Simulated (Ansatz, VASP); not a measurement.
One calculation of CeC, two programs

```
CELL_PARAMETERS angstrom
3.09545 0.00000 0.00000
0.00000 3.09545 0.00000
0.00000 0.00000 3.09545
ATOMIC_POSITIONS crystal
Ce 0.00000 0.00000 0.00000
C 0.50000 0.50000 0.50000
```

Alike in both runs: task single point; functional PBEsol; k mesh 10 × 10 × 10; occupations gaussian, width 0.05 eV; no spin polarisation.

```csv
,VASP,Ansatz
version,VASP 6.6.1,Ansatz 0.2.0
potentials or method,"VASP PAW PBE potentials, release 64 (Ce, C)","scalar-relativistic, plane waves, PAW"
plane-wave cutoff (eV),520,420
valence electrons in the cell,16,16
```

Ansatz gave:

* gap on the k mesh at the Fermi level (eV): none
* pressure (GPa): -5.1

**Question.** What did VASP give for the same quantities?

**Answer.** gap on the k mesh at the Fermi level (eV): none; pressure (GPa): -5.2.

A gap of «none» marks a metal or a gap that the smearing closes. The functional is the same, so the differences come from potentials, cutoffs and numerics.

Caveats: the PAW data sets were made with another functional, which shifts forces and pressure a little (VASP); without U or exact exchange the open f shell lies at the Fermi level, which spoils levels, moments and volumes. Spin polarisation is off, so any magnetic state and its effect on volume and gap are missing. The runs have no spin-orbit coupling, so splittings on Ce are missing.
